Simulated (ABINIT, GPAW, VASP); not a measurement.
## ZnBi3: programs and potentials compared

```
CELL_PARAMETERS angstrom
4.87316 0.00000 0.00000
0.00000 4.87316 0.00000
0.00000 0.00000 4.87316
ATOMIC_POSITIONS crystal
Bi 0.50000 0.50000 0.00000
Bi 0.50000 0.00000 0.50000
Bi 0.00000 0.50000 0.50000
Zn 0.00000 0.00000 0.00000
```

The cell comes from a database or a generator and needn't be the stable form of this composition.

Alike in all runs: task single point; functional PBE; k mesh 6 × 6 × 6; occupations fermi-dirac, width 0.05 eV; no spin polarisation; no spin-orbit coupling. Pressure is positive in compression and, in plane waves, holds the error of the finite cutoff.

| program and potentials | plane-wave cutoff (eV) | notes | band gap (eV) | pressure (GPa) |
| --- | --- | --- | --- | --- |
| ABINIT, JTH PAW PBE v2.0 | 599 | - | no gap | -0.10 |
| GPAW, GPAW PAW data sets (gpaw-data 1.2.1) | 600 | - | no gap | -0.15 |
| VASP, PBE PAW files Bi_d, Zn, 520 eV | 520 | - | no gap | -0.10 |

None finds a gap. The pressure spans -0.15 (GPAW, GPAW PAW data sets (gpaw-data 1.2.1)) to -0.10 GPa (VASP, PBE PAW files Bi_d, Zn, 520 eV).

The functional is the same throughout but for its coding, so the spread measures potentials, basis and numerics; runs on potential files found faulty are left out.
